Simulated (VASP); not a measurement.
Output of a VASP run:

OSZICAR:
```
       N       E                     dE             d eps       ncg     rms          rms(c)
DAV:   1     0.455675119569E+02    0.45568E+02   -0.55900E+03  2200   0.108E+03
DAV:   2    -0.194260462927E+01   -0.47510E+02   -0.45103E+02  2191   0.203E+02
DAV:   3    -0.233409852730E+01   -0.39149E+00   -0.39138E+00  2605   0.230E+01
DAV:   4    -0.233499910400E+01   -0.90058E-03   -0.90056E-03  2491   0.102E+00
DAV:   5    -0.233500598379E+01   -0.68798E-05   -0.68806E-05  2424   0.793E-02    0.341E+00
DAV:   6    -0.218529814110E+01    0.14971E+00   -0.77920E-01  2207   0.948E+00    0.254E+00
DAV:   7    -0.218333214317E+01    0.19660E-02   -0.42013E-03  2257   0.787E-01    0.148E+00
DAV:   8    -0.218273694038E+01    0.59520E-03   -0.12202E-03  2239   0.417E-01    0.421E-02
DAV:   9    -0.218276250693E+01   -0.25567E-04   -0.19528E-05  2619   0.482E-02    0.137E-02
DAV:  10    -0.218276910418E+01   -0.65972E-05   -0.69183E-06  2310   0.342E-02    0.140E-03
DAV:  11    -0.218276907006E+01    0.34124E-07   -0.65799E-08  1930   0.289E-03
   1 F= -.21827691E+01 E0= -.21828101E+01  d E =0.123160E-03
```

File OUTCAR:
```
------------------------ aborting loop because EDIFF is reached ----------------------------------------
  FORCE on cell =-STRESS in cart. coord.  units (eV):
  Direction    XX          YY          ZZ          XY          YZ          ZX
  --------------------------------------------------------------------------------------
  Total       -0.4334442     -0.4334442     -0.4334442      0.0000000      0.0000000     -0.0000000
  in kB      -35.0651079    -35.0651079    -35.0651079      0.0000000      0.0000000     -0.0000000
  external PRESSURE =     -35.0651079 kB  Pullay stress =       0.0000000 kB
  volume of cell :       19.80
      direct lattice vectors                 reciprocal lattice vectors
     0.000000000  2.147399637  2.147399637    -0.232839752  0.232839752  0.232839752
     2.147399637  0.000000000  2.147399637     0.232839752 -0.232839752  0.232839752
     2.147399637  2.147399637  0.000000000     0.232839752  0.232839752 -0.232839752
 POSITION                                       TOTAL-FORCE (eV/Angst)
 -----------------------------------------------------------------------------------
      0.00000      0.00000      0.00000         0.000000     -0.000000      0.000000
 -----------------------------------------------------------------------------------
    total drift:                               -0.000000      0.000000     -0.000000
  FREE ENERGIE OF THE ION-ELECTRON SYSTEM (eV)
  ---------------------------------------------------
  free  energy   TOTEN  =        -2.1827690701 eV

  energy  without entropy=       -2.1828922298  energy(sigma->0) =       -2.18281012
```
(Selected blocks of OUTCAR.)

### POSCAR
```
Ag
1
    0.0000000000     2.1473996371     2.1473996371
    2.1473996371     0.0000000000     2.1473996371
    2.1473996371     2.1473996371     0.0000000000
Ag
1
Direct
  0.0000000000   0.0000000000   0.0000000000
```

Q: Reconstruct the remaining input files.

A: This is not unique; one that fits is the input of the run itself, RPBE GGA, plane waves, VASP's PBE PAW potentials (set 64).

**INCAR**
```
SYSTEM = Ag
PREC = Accurate
ENCUT = 520
EDIFF = 1E-7
NELM = 100
ALGO = Normal
LREAL = .FALSE.
LASPH = .TRUE.
ISMEAR = 1
SIGMA = 0.1
GGA = RP
LMAXMIX = 4
LWAVE = .FALSE.
LCHARG = .FALSE.
ISIF = 2
```

### KPOINTS
```
Automatic mesh
0
Gamma
15 15 15
0 0 0
```

POTCAR, in this order: Ag (PBE.64 set). Program: vasp_std.

The compound is Ag in the fcc structure. This cell is one point of a volume scan, at 1.06 of the reference volume.
